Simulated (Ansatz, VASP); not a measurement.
# Cross-check of Ru (Ruthenium) between VASP and Ansatz

Wanted: the spread between two codes on one cell, functional and k mesh. The cell is taken from a series of runs on this material, whose earlier steps may have relaxed, scaled, displaced or heated it; both programs get it as it stands.

Main program and level: Ansatz 0.2.0; plane waves, with VASP 6.6.1 beside it; zone-centre phonons at LDA.

**1. Starting point**

The structure is hexagonal, space group P6_3/mmc (No. 194). The conventional cell has a = 2.666 Å, b = 2.666 Å, c = 4.211 Å, α = 90.00°, β = 90.00°, γ = 120.00°. Nearest to Ru lie 12 Ru at 2.61 to 2.67 Å.

**2. Ansatz: zone-centre phonons, LDA**

Ansatz runs on its PAW soft_1 files.

Second derivatives magnify differences that forces hide, and they need a tight electronic threshold.

File input.yaml:

```yaml
crystal:
  lattice:
    - [2.6655639064, 0.0, 0.0]
    - [-1.3327819532, 2.3084460583, 0.0]
    - [0.0, 0.0, 4.2110682377]
  atoms:
    - { symbol: Ru, position: [0.3333333333, 0.6666666667, 0.25] }
    - { symbol: Ru, position: [0.6666666667, 0.3333333333, 0.75] }
kpoints:
  mp_grid: { grid: [18, 18, 12] }
hamiltonian:
  xc: lda
  pseudopotentials: { kind: paw, azcp: { folder: soft_1 }, xc_functional: pbe }
scf:
  occupations: { method: methfessel_paxton, width: 0.2 }
output:
  eigenvalues: true
phonons:
  method: dfpt
```

The run is started by

```console
> ansatz run input.yaml --threads 4 --pin off --max-ram 10240MiB --backend cpu --events-out ev --progress --plain --runs-dir out
```

Numbers of over 12 decimals in the logs are rounded to 6 here.

The log of the run:

```text
zone centre: on kpoints.mp_grid the ground state, and the responses unless they are solved on pairs of k-points, stand on 637 of the mesh's 3888 k-points, reduced under 4 symmetry operations, with k and −k counted as one. Each operation leaves every solved displacement unchanged or reverses it
Engine: ansatz 0.2.0, x86_64-unknown-linux-gnu
Pseudopotentials: kind: paw
Pseudopotential: Ru, paw, valence charge 16, recommended cutoff 420 eV (normal), soft_1/Ru.paw.azcp
Functional definition: SPW92
  exchange = slater_x
  correlation = pw_c
Crystal: 2 atoms, lattice volume = 25.912 Å³
Basis set: ecut = 420 eV, 537 PW (Γ), exchange–correlation on 36×36×60 points (8 copies of the dense FFT grid, shifted against one another)
Bands: 20, of which v1, the nominal top of the filled ones, is band 16 counted from 1 (15 counted from 0)
Symmetry: 24 space group operations
k-points: 637 of 3888 (irreducible under 4 space group operations, time reversal used)
Non-local potential: Ru, projectors of the file, l = 0: 3, l = 1: 2, l = 2: 2, l = 3: 1
PAW form: soft (Blöchl's): semilocal exchange-correlation on the pseudo side does not see the compensation charge
PAW frozen core: Ru, regenerated for the run's functional, and the local potential with it (the file was generated under x = pbe(κ = 0.804, μ = 0.219515), c = pbe(β = 0.066725))
PAW one-centre angular grid: Ru, 590 points (default); XC on 64 Gauss nodes
Initial density: superposition of atomic densities (chi_scale 0.1, normalization cell)
Initial wavefunctions: pseudopotential atomic-orbital guess
Functional: x = slater, c = lda
SCF iter   1: F=—  HF=-11518.124570 eV  |F-HF|=—  |Δ(HF+E_count)|=         —  Δρ=1.32e-1  dr2=4.15e0  ethr=3.10e-3  ⟨swp⟩=5.0  Hψ=112122  notcnv=0  defer=65
automatic band count: the SCF goes on with 24 bands, as 20 were too few: they end inside the smearing window of the response
preconditioner: auto → none  [metal: Δε(μ)=0.027 eV  Ē_g=12.014 eV  σ=0.200 eV  W_gap=0.11  n_scr=8 (ndim 8)  ℏωp=29.2 eV  f_vac=0.000  D(μ)=1.43/eV (n_scr^D=22)  sad-step TF]
SCF iter   2: F=—  HF=-11517.112245 eV  |F-HF|=—  |Δ(HF+E_count)|=    1.01e0  S|Δr|=    0.00e0  Δρ=7.37e-2  dr2=1.29e0  ethr=3.10e-3  ⟨swp⟩=2.8  Hψ=29182  notcnv=0  defer=1804
SCF iter   3: F=—  HF=-11516.660861 eV  |F-HF|=—  |Δ(HF+E_count)|=   4.51e-1  S|Δr|=    0.00e0  Δρ=3.57e-3  dr2=1.54e-3  ethr=3.10e-3  ⟨swp⟩=2.0  Hψ=21765  notcnv=0  defer=1804
SCF iter   4: F=—  HF=-11516.661433 eV  |F-HF|=—  |Δ(HF+E_count)|=   5.71e-4  S|Δr|=    0.00e0  Δρ=3.63e-4  dr2=8.17e-6  ethr=4.82e-6  ⟨swp⟩=2.4  Hψ=29520  notcnv=0  defer=1679
SCF iter   5: F=—  HF=-11516.661446 eV  |F-HF|=—  |Δ(HF+E_count)|=   1.38e-5  S|Δr|=    0.00e0  Δρ=1.13e-4  dr2=2.10e-6  ethr=2.55e-8  ⟨swp⟩=2.2  Hψ=23284  notcnv=0  defer=1679
SCF iter   6: F=—  HF=-11516.661446 eV  |F-HF|=—  |Δ(HF+E_count)|=   4.00e-7  S|Δr|=    0.00e0  Δρ=2.55e-5  dr2=8.42e-8  ethr=6.57e-9  ⟨swp⟩=2.0  Hψ=21340  notcnv=0  defer=1679
SCF iter   7: F=—  HF=-11516.661446 eV  |F-HF|=—  |Δ(HF+E_count)|=   3.65e-8  S|Δr|=    0.00e0  Δρ=2.40e-6  dr2=1.09e-9  ethr=2.63e-10  ⟨swp⟩=2.5  Hψ=24056  notcnv=0  defer=1679
SCF iter   8: F=-11516.661446 eV  HF=-11516.661446 eV  |F-HF|=1.82e-12  |Δ(HF+E_count)|=  1.06e-10  S|Δr|=    0.00e0  Δρ=1.24e-7  dr2=2.73e-12  ethr=1.00e-12  ⟨swp⟩=9.1  Hψ=89331  notcnv=0
SCF 1 converged in 8 iterations: F = -11516.661446 eV  dr2 = 2.73e-12
  greatest PAW one-centre occupation: 1.000 electrons in one spin orbital (limit 2), on the Ru atom at site 1 (counted from 0), in its partial waves of l = 0
DFPT response loops at Γ: preconditioner auto → Kerker (q_TF=auto, 2.826 Å⁻¹) (partly filled bands, converged f_vac=0.000); β = 1.00, the filter's whole step (`scf.mixing.beta` (0.50) is not read by the response loops under this deck's `scf.mixing.preconditioner`; to damp them name `kerker` or `kerker_dos`, under which they read `scf.mixing.beta`, and type it under 1.00, their step now; both keys bind the ground state too); Broyden in place of MSR1
SCF converged after 8 iterations
Stability not checked: this state was not tested for a lower state beside it, because cold or Methfessel-Paxton smearing, or corrected tetrahedra, fill the levels in a way that the test cannot read (fill_not_monotonic; see scf.lower_state_search)
Free energy (F): -11516.661446 eV
Harris-Foulkes:  -11516.661446 eV  (|F-HF|=1.82e-12)
Internal energy: -11516.662059 eV  (E = F + TS)
E sigma→0 (E₀):  -11516.661599 eV
Entropy (-TS):   0.000613 eV (0.306 meV/atom)
Fermi energy:    24.387074 eV
Step filling:    the computed levels leave a gap of 0.0000 eV = 0.0 smearing widths at the electron count; against every level under it full and every level over it empty, smearing changes F+E_penalty+E_count by +0.445 meV and its σ→0 estimate by +0.292 meV
--- Per-component energies (eV) ---
  E_band       = -81.590185
  E_kinetic    = 924.868272
  E_local      = -2452.243407  (includes V_loc(G=0)·N_el)
  E_nonlocal   = 836.119603
  E_hartree    = 809.827526
  E_xc         = -340.151300
  E_vxc        = -431.746203  (∫ρ·V_xc dr)
  E_paw        = -6763.916031  (= ΣΔE_a)
  E_vpaw       = -578.244676  (= ΣTr[D̂ρ^β])
  E_aug_tail   = 0.001077  (compensation charges beyond the density's cutoff)
  E_ewald      = -4532.311167
  E_core_change = 1.143369  (= ΣΔE_core)
  E_smearing   = 0.000613  (= −TS)
  E_closure    = -0.000000  (closes the sum)
  Σ components = -11516.661446   (vs F -11516.661446, Δ=0.00e0)
--- Band table (eV; the first three rows and the last of 637) ---
  k-point 0: bands = [... 12 lower, 21.7858, 22.3198, 22.3198, 22.8718, 22.8718, 25.6628, 25.6628, 25.7359, ... 4 higher]
  k-point 1: bands = [... 12 lower, 21.7433, 22.2684, 22.2684, 22.9933, 22.9933, 25.4614, 25.6705, 25.6705, ... 4 higher]
  k-point 2: bands = [... 12 lower, 21.6257, 22.1291, 22.1291, 23.2996, 23.2996, 24.7498, 25.6762, 25.6762, ... 4 higher]
  k-point 636: bands = [... 12 lower, 21.5745, 21.5745, 22.9365, 22.9365, 26.1701, 26.1701, 29.7276, 29.7276, ... 4 higher]
--- Phonons (Γ-DFPT): 2 representative perturbations + reference, on 637 of 3888 k-points (Σ response iterations 6) ---
  k mesh reduced under 4 symmetry operations, with k and −k counted as one. Each operation leaves every solved displacement unchanged or reverses it
  ASR residual: 8.691e-5 → 0.000e0 eV/Å²; symmetrization residual: 4.626e-13 eV/Å²
  ASR residual per site (eV/Å²): 8.69e-5 8.69e-5
  Γ frequencies (cm⁻¹): 0.00 0.00 0.00 214.67 214.67 285.05
  non-analytic LO–TO correction: not included (Born effective charges unavailable; polar crystals: no LO–TO splitting at Γ)
```

In the SCF lines HF is the Harris–Foulkes energy and dr2 the Hartree energy of the density residual, in eV; the loop may stop once dr2 is under the threshold and the program's other checks hold. Hψ counts applications of the Hamiltonian.

**3. VASP: zone-centre phonons, LDA**

The same cell, functional (in two slightly different forms), mesh and smearing now go to VASP, with its own data sets.

Lines of VASP's logs that name or quote its potential files are left out, and so is its time.

File INCAR:

```
SYSTEM = Ru
PREC = Accurate
ENCUT = 500
EDIFF = 1E-08
NELM = 120
ISMEAR = 1
SIGMA = 0.2
LREAL = .FALSE.
ALGO = Normal
GGA = CA
NBANDS = 20
LASPH = .TRUE.
LORBIT = 11
LWAVE = .FALSE.
LCHARG = .FALSE.
ISIF = 2
IBRION = 8
GGA_COMPAT = .FALSE.
KPAR = 2
```

File POSCAR:

```
Ru
1.0
    2.6655639064      0.0000000000      0.0000000000
   -1.3327819532      2.3084460583      0.0000000000
    0.0000000000      0.0000000000      4.2110682377
Ru
2
Direct
    0.3333333333      0.6666666667      0.2500000000
    0.6666666667      0.3333333333      0.7500000000
```

File KPOINTS:

```
Automatic mesh
0
Gamma
18 18 12
0 0 0
```

The projector-augmented-wave data sets are Ru_pv (LDA family, release 64).

The run is started by

```console
> mpirun -np 2 vasp_std
```

The log of the run:

```text
[banner, memory and clock lines left out]
running    2 mpi-ranks, on    1 nodes
 distrk:  each k-point on    1 cores,    2 groups
 distr:  one band on    1 cores,    1 groups

 POSCAR found type information on POSCAR Ru
 POSCAR found :  1 types and       2 ions
 LDA part: xc-table for (Slater(with rela. corr.)+CA(PZ))
 , standard interpolation
 POSCAR, INCAR and KPOINTS ok, starting setup
 FFT: planning ... GRIDC
 FFT: planning ... GRID_SOFT
 FFT: planning ... GRID
 WAVECAR not read
 entering main loop
       N       E                     dE             d eps       ncg     rms          rms(c)
DAV:   1     0.280982309303E+03    0.28098E+03   -0.17313E+04 10376   0.153E+03
DAV:   2    -0.168254328325E+02   -0.29781E+03   -0.28932E+03 10612   0.457E+02
DAV:   3    -0.227752728373E+02   -0.59498E+01   -0.59045E+01 11820   0.724E+01
DAV:   4    -0.228224503944E+02   -0.47178E-01   -0.47114E-01 13400   0.608E+00
DAV:   5    -0.228231147713E+02   -0.66438E-03   -0.66175E-03 11480   0.634E-01    0.206E+01
DAV:   6    -0.214876690019E+02    0.13354E+01   -0.30725E+00 11988   0.174E+01    0.588E+00
DAV:   7    -0.213975846638E+02    0.90084E-01   -0.55283E-01 11700   0.536E+00    0.117E+00
DAV:   8    -0.213867616452E+02    0.10823E-01   -0.25543E-02 11604   0.150E+00    0.346E-01
DAV:   9    -0.213862495861E+02    0.51206E-03   -0.81656E-04 11900   0.310E-01    0.307E-02
DAV:  10    -0.213862685104E+02   -0.18924E-04   -0.99483E-05 11540   0.102E-01    0.234E-02
DAV:  11    -0.213862657958E+02    0.27146E-05   -0.17342E-05 11668   0.409E-02    0.110E-03
DAV:  12    -0.213862657696E+02    0.26224E-07   -0.23070E-07 11868   0.447E-03    0.119E-03
DAV:  13    -0.213862657740E+02   -0.44024E-08   -0.43255E-09  7504   0.653E-04
   1 F= -.21386266E+02 E0= -.21386461E+02  d E =0.585178E-03
 Linear response reoptimize wavefunctions to high precision
DAV:   1    -0.213862657760E+02   -0.20136E-08   -0.32604E-10  6884   0.185E-04
DAV:   2    -0.213862657760E+02   -0.27285E-11   -0.21223E-11  6684   0.485E-05
 Linear response DOF=           2
 Linear response progress:
  Degree of freedom:   1/  2
       N       E                     dE             d eps       ncg     rms          rms(c)
RMM:   1    -0.503192773894E+00   -0.50319E+00    0.33216E+00 46344   0.593E+01
RMM:   2    -0.605104073528E+00   -0.10191E+00   -0.11625E-01 63528   0.288E+00    0.144E-01
RMM:   3    -0.603868241882E+00    0.12358E-02   -0.34089E-03 72465   0.497E-01    0.646E-02
RMM:   4    -0.602683110246E+00    0.11851E-02   -0.44987E-04 72557   0.169E-01    0.241E-02
RMM:   5    -0.602512270964E+00    0.17084E-03   -0.52186E-05 88511   0.430E-02    0.986E-03
RMM:   6    -0.602429629286E+00    0.82642E-04   -0.36723E-05 77285   0.122E-02    0.474E-03
RMM:   7    -0.602427156172E+00    0.24731E-05   -0.28855E-05 77752   0.653E-03    0.731E-04
RMM:   8    -0.602446737515E+00   -0.19581E-04   -0.19126E-05 93419   0.219E-03    0.331E-04
RMM:   9    -0.602454155294E+00   -0.74178E-05   -0.10475E-05 84974   0.891E-04    0.631E-05
RMM:  10    -0.602454561782E+00   -0.40649E-06   -0.67362E-06 98940   0.441E-04    0.195E-05
RMM:  11    -0.602454858894E+00   -0.29711E-06   -0.31795E-06 84664   0.239E-04    0.808E-06
RMM:  12    -0.602454861660E+00   -0.27663E-08   -0.19875E-06 94246   0.145E-04    0.386E-06
RMM:  13    -0.602454839473E+00    0.22187E-07   -0.12664E-06 96900   0.963E-05    0.136E-06
RMM:  14    -0.602454840047E+00   -0.57345E-09   -0.57280E-07 89757   0.712E-05    0.558E-07
RMM:  15    -0.602454860984E+00   -0.20937E-07   -0.35866E-07 92986   0.559E-05    0.220E-07
RMM:  16    -0.602454872094E+00   -0.11110E-07   -0.24014E-07 80030   0.470E-05    0.102E-07
RMM:  17    -0.602454867711E+00    0.43833E-08   -0.11632E-07 60121   0.414E-05    0.194E-07
RMM:  18    -0.602454869792E+00   -0.20816E-08   -0.82390E-08 58894   0.383E-05    0.268E-07
 first order change of Fermi-energy  -0.17425E-05
 force on displaced ion       1 direction 1 :  -8.589   0.001   0.000
 Linear response progress:
  Degree of freedom:   2/  2
       N       E                     dE             d eps       ncg     rms          rms(c)
RMM:   1    -0.620650943511E+00   -0.62065E+00    0.38636E+00 15974   0.601E+01
RMM:   2    -0.735323635077E+00   -0.11467E+00   -0.13233E-01 22034   0.302E+00    0.144E-01
RMM:   3    -0.735247259003E+00    0.76376E-04   -0.22087E-03 25112   0.468E-01    0.725E-02
RMM:   4    -0.734623808463E+00    0.62345E-03   -0.41423E-04 24664   0.163E-01    0.212E-02
RMM:   5    -0.734468352436E+00    0.15546E-03    0.26320E-04 29495   0.509E-02    0.133E-02
RMM:   6    -0.734407660241E+00    0.60692E-04    0.77030E-05 26766   0.156E-02    0.823E-03
RMM:   7    -0.734391167583E+00    0.16493E-04   -0.95214E-06 25715   0.935E-03    0.281E-03
RMM:   8    -0.734383639068E+00    0.75285E-05    0.24422E-05 27196   0.394E-03    0.666E-04
RMM:   9    -0.734393456038E+00   -0.98170E-05    0.49394E-06 27926   0.185E-03    0.109E-04
RMM:  10    -0.734394477376E+00   -0.10213E-05    0.95199E-06 30321   0.810E-04    0.542E-05
RMM:  11    -0.734396285548E+00   -0.18082E-05    0.24197E-06 30342   0.320E-04    0.118E-05
RMM:  12    -0.734396664827E+00   -0.37928E-06    0.28705E-07 30003   0.191E-04    0.577E-06
RMM:  13    -0.734396656158E+00    0.86685E-08    0.19401E-06 31215   0.126E-04    0.141E-06
RMM:  14    -0.734396988666E+00   -0.33251E-06   -0.88641E-07 33084   0.881E-05    0.798E-07
RMM:  15    -0.734396885081E+00    0.10358E-06    0.53899E-07 30604   0.690E-05    0.692E-07
RMM:  16    -0.734397012977E+00   -0.12790E-06   -0.39490E-07 30232   0.594E-05    0.352E-07
RMM:  17    -0.734397004403E+00    0.85737E-08   -0.19812E-07 25025   0.512E-05    0.447E-07
RMM:  18    -0.734396998820E+00    0.55833E-08   -0.63739E-08 20253   0.466E-05    0.514E-07
 first order change of Fermi-energy   0.98504E-04
 force on displaced ion       1 direction 3 :   0.000  -0.000 -15.392
 Linear response finished
```

From OUTCAR (step 3):

```text
ion  position               nearest neighbor table
   1  0.333  0.667  0.250-   2 2.61   2 2.61   2 2.61   2 2.61   2 2.61   2 2.61
   2  0.667  0.333  0.750-   1 2.61   1 2.61   1 2.61   1 2.61   1 2.61   1 2.61

  LATTYP: Found a hexagonal cell.
 ALAT       =     2.6655639064
 C/A-ratio  =     1.5798038935

 Subroutine GETGRP returns: Found 24 space group operations
 (whereof 12 operations were pure point group operations)

The static configuration has the point symmetry D_3d.
 The point group associated with its full space group is D_6h.

 Found    259 irreducible k-points:

   k-points           NKPTS =    259   k-points in BZ     NKDIM =    259   number of bands    NBANDS=     20

   dimension x,y,z NGX =    20 NGY =   20 NGZ =   32
   dimension x,y,z NGXF=    40 NGYF=   40 NGZF=   64

   ENCUT  =  500.0 eV  36.75 Ry    6.06 a.u.   4.86  4.86  7.68*2*pi/ulx,y,z

   NELECT =      28.0000    total number of electrons

 k-points in reciprocal lattice and weights: Automatic mesh
   0.00000000  0.00000000  0.00000000       0.000
   0.05555556  0.00000000  0.00000000       0.002
   0.11111111  0.00000000  0.00000000       0.002
   0.16666667  0.00000000  0.00000000       0.002
   0.22222222  0.00000000  0.00000000       0.002
   0.27777778  0.00000000  0.00000000       0.002
   0.33333333  0.00000000  0.00000000       0.002
   0.38888889  0.00000000  0.00000000       0.002
   0.44444444  0.00000000  0.00000000       0.002
[...]
0.33333333  0.27777778  0.50000000       0.003
   0.33333333  0.33333333  0.50000000       0.001

 average (electrostatic) potential at core
       1 -66.6323       2 -66.6323

  Total        0.7666068      0.7666068      0.7820164     -0.0000000     -0.0000000      0.0000000
  in kB       47.4004143     47.4004143     48.3532138     -0.0000000     -0.0000000      0.0000000
  external PRESSURE =      47.7180141 kB  Pullay stress =       0.0000000 kB

  energy-cutoff  :      500.00
  volume of cell :       25.91
      direct lattice vectors                 reciprocal lattice vectors
     2.665563906  0.000000000  0.000000000     0.375155140  0.216595921  0.000000000
    -1.332781953  2.308446058  0.000000000     0.000000000  0.433191842  0.000000000
     0.000000000  0.000000000  4.211068238     0.000000000  0.000000000  0.237469436

 POSITION                                       TOTAL-FORCE (eV/Angst)
 -----------------------------------------------------------------------------------
     -0.00000      1.53896      1.05277         0.000000     -0.000000      0.000000
      1.33278      0.76948      3.15830        -0.000000      0.000000      0.000000
 -----------------------------------------------------------------------------------
    total drift:                               -0.000000      0.000000     -0.000000

 Eigenvectors and eigenvalues of the dynamical matrix
 ----------------------------------------------------

   1 f  =    8.627947 THz    54.210992 2PiTHz  287.797346 cm-1    35.682307 meV
             X         Y         Z           dx          dy          dz
     -0.000000  1.538964  1.052767     0.000000    0.000000   -0.707107
      1.332782  0.769482  3.158301    -0.000000    0.000000    0.707107

   2 f  =    6.445031 THz    40.495321 2PiTHz  214.983078 cm-1    26.654493 meV
             X         Y         Z           dx          dy          dz
     -0.000000  1.538964  1.052767     0.707107   -0.000001    0.000000
      1.332782  0.769482  3.158301    -0.707107    0.000001    0.000000

   3 f  =    6.445031 THz    40.495321 2PiTHz  214.983078 cm-1    26.654493 meV
             X         Y         Z           dx          dy          dz
     -0.000000  1.538964  1.052767    -0.000001   -0.707107   -0.000000
      1.332782  0.769482  3.158301     0.000001    0.707107    0.000000

   4 f  =    0.000000 THz     0.000000 2PiTHz    0.000000 cm-1     0.000000 meV
             X         Y         Z           dx          dy          dz
     -0.000000  1.538964  1.052767    -0.000000    0.000000    0.707107
      1.332782  0.769482  3.158301     0.000000    0.000000    0.707107

   5 f/i=    0.000000 THz     0.000000 2PiTHz    0.000003 cm-1     0.000000 meV
             X         Y         Z           dx          dy          dz
     -0.000000  1.538964  1.052767    -0.635158   -0.310763   -0.000000
      1.332782  0.769482  3.158301    -0.635158   -0.310763    0.000000

   6 f/i=    0.000000 THz     0.000001 2PiTHz    0.000003 cm-1     0.000000 meV
             X         Y         Z           dx          dy          dz
     -0.000000  1.538964  1.052767    -0.310763    0.635158   -0.000000
      1.332782  0.769482  3.158301    -0.310763    0.635158    0.000000

 ELASTIC MODULI CONTR FROM IONIC RELAXATION (kBar)
 Direction    XX          YY          ZZ          XY          YZ          ZX
 --------------------------------------------------------------------------------
 XX         -80.0962     80.0962      0.0000     -0.0000     -0.0000      0.0000
 YY          80.0962    -80.0962     -0.0000      0.0000      0.0000      0.0000
 ZZ           0.0000     -0.0000     -0.0000      0.0000      0.0000      0.0000
 XY          -0.0000      0.0000      0.0000    -80.0962     -0.0000      0.0000
 YZ          -0.0000      0.0000      0.0000     -0.0000     -0.0000      0.0000
 ZX           0.0000      0.0000      0.0000      0.0000      0.0000      0.0000
 --------------------------------------------------------------------------------
```

**4. Differences**

Known differences besides the potentials themselves: the two LDA forms differ slightly; the data sets hold 32 valence electrons in Ansatz (on its PAW soft_1 files) and 28 in VASP; the cutoff is 420 eV in Ansatz and 500 eV in VASP; VASP's log shows a relativistic correction to its local exchange, Ansatz's none. Total energies have different zeros and are not compared.

Both answers:

```tsv
quantity	Ansatz	VASP	difference
optical mode 1 to 2 (cm⁻¹)	214.7	215.0	-0.15 %
optical mode 3 (cm⁻¹)	285.1	287.8	-0.95 %
```

Modes are paired by rising frequency, not by their patterns, so a pair may set unlike modes beside each other; they are those without the splitting of longitudinal modes.

**5. What came out**

* r.m.s. difference of the optical zone-centre modes, each program's sorted by frequency (zone-centre phonons, LDA): 1.6 cm⁻¹
* difference in optical mode 3 (zone-centre phonons, LDA): -1.0 %

In words: The r.m.s. difference of the optical zone-centre modes, each program's sorted by frequency is 1.6 cm⁻¹ (zone-centre phonons, LDA). The data sets hold unlike numbers of valence electrons (32 in Ansatz and 28 in VASP), so part of the differences comes from the potentials. Among the rows given in per cent, the largest difference of the zone-centre phonons, LDA pair is in optical mode 3, -1.0 %. Such differences can come from data sets, numerical settings and the points named under the comparisons, not from the functional's error against experiment.

[Lines on the potential files, build, host, timing and source positions are cut from VASP's logs without a mark.]

[Logs are printed without paths, hosts, clocks, repeated set-up lines and the standing remarks that a program may print on its own settings, such as how far it seeks lower states.]

[Hosts, paths, dates, database ids (printed as entryN), source tags and the programs' standing remarks are cut or masked in the printed files.]
